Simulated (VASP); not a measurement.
Input:

```xyz
2
Lattice="4.6137 0.0000 0.0000 0.0000 4.6137 0.0000 0.0000 0.0000 4.6137" Properties=species:S:1:pos:R:3 pbc="T T T"
Cs     0.0000     0.0000     0.0000
I      2.3068     2.3068     2.3068
```

Level of theory: MS2 meta-GGA, VASP's PBE PAW potentials (set 64) (plane waves; VASP). Run with 520 eV cut-off, 6×6×6 Γ-centred mesh, Gaussian smearing of 0.050 eV, potentials Cs_sv I.

Problem. The job: CsI (CsCl type), 2 atoms, MS2, static run, 520 eV, 6×6×6 Γ-centred mesh. Roughly how much core time does it take on a busy server core?

Solution. About 2 core-minutes (one run on a shared machine, a rough figure). It had 20 irreducible k-points, 12 bands, up to 2680 plane waves and 38 electronic steps.

The compound is CsI in the CsCl type structure. It was relaxed first.
